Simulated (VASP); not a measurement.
VASP input:

**KPOINTS**
```
Regular mesh
0
G
6 6 6
```

### INCAR
```
# general
SYSTEM  =  K2S
PREC    =  Accurate
ENCUT   =  300
LREAL   =  .FALSE.   # projection in real space or not
LASPH   =  .TRUE.

# electronic loop
EDIFF   =  1E-6
NELM    =  100   # most electronic steps
ALGO    =  Normal   # blocked Davidson

# smearing
ISMEAR  =  -1   # Fermi-Dirac
SIGMA   =  0.05   # width (eV)

# functional
GGA     =  PE   # PBE

# ions
IBRION  =  2   # conjugate gradients
NSW     =  50   # most ionic steps
ISIF    =  3
EDIFFG  =  -0.01   # ionic stop

# output
LWAVE   =  .FALSE.
LCHARG  =  .FALSE.
```

File POSCAR:
```
K2S
1
    0.0000000000     3.7364920000     3.7364920000
    3.7364920000     0.0000000000     3.7364920000
    3.7364920000     3.7364920000     0.0000000000
K S
2 1
Direct
  0.2500000000   0.2500000000   0.2500000000
  0.7500000000   0.7500000000   0.7500000000
  0.0000000000   0.0000000000   0.0000000000
```

POTCAR, in this order: K_sv S (PBE.64 set). Program: vasp_std.

Translate this PBE calculation to Ansatz.

One equivalent input (not run):
Ansatz 0.2 input:
```yaml
crystal:
  lattice:
    - [0.0000000, 3.7364920, 3.7364920]
    - [3.7364920, 0.0000000, 3.7364920]
    - [3.7364920, 3.7364920, 0.0000000]
  atoms:
    - { symbol: K, position: [0.2500000, 0.2500000, 0.2500000] }
    - { symbol: K, position: [0.7500000, 0.7500000, 0.7500000] }
    - { symbol: S, position: [0.0000000, 0.0000000, 0.0000000] }
kpoints:
  mp_grid: { grid: [6, 6, 6] }
hamiltonian:
  xc: pbe
  pseudopotentials: { kind: paw }
scf:
  occupations: { method: fermi_dirac, width: 0.05 }
  max_iter: 100
relax:
  max_steps: 50
  f_tol: 0.01
  cell: {}
output: { forces: true, stress: true, eigenvalues: true }
```
The two are equivalent in intent, not identical: each code has its own PAW files, so the cut-off isn't converted (ENCUT is set for VASP's; basis.ecutwfc is left out, and Ansatz then takes the one that its files recommend); Ansatz stops its SCF on the density residual and VASP on the energy change (EDIFF).

The structure is a typed K2S crystal (Fm-3m). This run relaxes it. Symmetry was kept, so distortions that lower it aren't found. The run is one of a series of settings (EDIFFG = -0.01, IBRION = 2, ISIF = 3, NSW = 50 against the base run), some of them coarse on purpose.
